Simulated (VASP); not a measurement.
Energy against volume of Ru (hcp). Level of theory: RPBE GGA, VASP's PBE PAW potentials (set 64) (plane waves; VASP). Settings: 520 eV cut-off, 15×15×9 Γ-centred mesh, first-order Methfessel-Paxton smearing of 0.10 eV, potentials Ru_pv.

Shape and ions are relaxed at each volume.

| V (Å³/atom) | E (eV/atom) |
|---|---|
| 13.123 | -8.53671 |
| 13.542 | -8.57690 |
| 13.961 | -8.58929 |
| 14.380 | -8.57842 |

Task: Fit these four points and predict the energy of the run at 14.799 Å³/atom.

Result: A cubic in V^(−2/3), the third-order Birch-Murnaghan form, passes through the four points with V0 = 13.96 Å³/atom and B0 = 295 GPa, and gives -8.5481 eV/atom there. The run gave -8.5481 eV/atom, -0.0 meV/atom from the fit; all five points give B0 = 295 GPa.

The compound is Ru in the hcp structure. It was relaxed first.
